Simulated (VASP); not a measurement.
Here is the system:

```
CELL_PARAMETERS angstrom
      0.00000     3.08845     3.08845
      3.08845     0.00000     3.08845
      3.08845     3.08845     0.00000
ATOMIC_POSITIONS crystal
  Ba 0.00000 0.00000 0.00000
  F  0.25000 0.25000 0.25000
  F  0.75000 0.75000 0.75000
```

Level of theory: PBEsol GGA, VASP's PBE PAW potentials (set 64) (plane waves; VASP 6.6.1). Numerical set-up: PREC = Normal, EDIFF = 1E-5, 450 eV cut-off, 8×8×8 Γ-centred mesh, Gaussian smearing of 0.050 eV, potentials Ba_sv F.

At this cut-off the stress carries a Pulay error, which pulls relaxed volumes low.

**Question.** What does the run give for the energy per atom (σ→0), pressure?

**Answer.** 
- energy per atom (σ→0): -5.883 eV/atom
- pressure: -1.50 GPa

Total energies compare only between runs with the same potentials, cut-off and functional.

The compound is BaF2 in the fluorite structure. It was relaxed first.
